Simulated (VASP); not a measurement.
```
MgO
1.0
    0.00000     2.10500     2.10500
    2.10500     0.00000     2.10500
    2.10500     2.10500     0.00000
Mg O
1 1
Direct
  0.00000   0.00000   0.00000
  0.50000   0.50000   0.50000
```

The numbers are results of PBE GGA, VASP's PBE PAW potentials (set 64) (plane waves; VASP), not measurements. Run with 400 eV cut-off, 7×7×7 Γ-centred mesh, Fermi-Dirac smearing of 0.010 eV, potentials Mg O.

At this cut-off the stress carries a Pulay error, which pulls relaxed volumes low.

Problem. Give the stress tensor in GPa (positive for a compressed cell).

Solution. 
```
-1.05   0.00   0.00
 0.00  -1.05   0.00
 0.00   0.00  -1.05
```
The pressure is its mean diagonal, -1.05 GPa.

The structure is a typed MgO crystal (Fm-3m). The cell was not relaxed at this level.
